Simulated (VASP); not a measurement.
Data:

```xyz
2
Lattice="0.0000 1.9961 1.9961 1.9961 0.0000 1.9961 1.9961 1.9961 0.0000" Properties=species:S:1:pos:R:3 pbc="T T T"
Li     0.0000     1.9961     1.9961
F      1.9961     1.9961     1.9961
```

The numbers are results of PBE GGA with D4 dispersion, VASP's PBE PAW potentials (set 64) (plane waves; VASP), not measurements. Settings: 520 eV cut-off, 11×11×11 Γ-centred mesh, Gaussian smearing of 0.050 eV, potentials Li_sv F.

Estimate the energy per atom (σ→0), pressure, band gap (on the k-mesh) with the smallest direct gap where there is one.

The band gap (on the k-mesh) is 9.33 eV. The smallest direct gap (on the k-mesh) is 9.33 eV and the energy per atom (σ→0) is -4879 meV/atom. The pressure comes out as 2.51 GPa.

Total energies compare only between runs with the same potentials, cut-off and functional.

The compound is LiF in the rock salt structure. This cell is one point of a volume scan, at 0.97 of the reference volume.
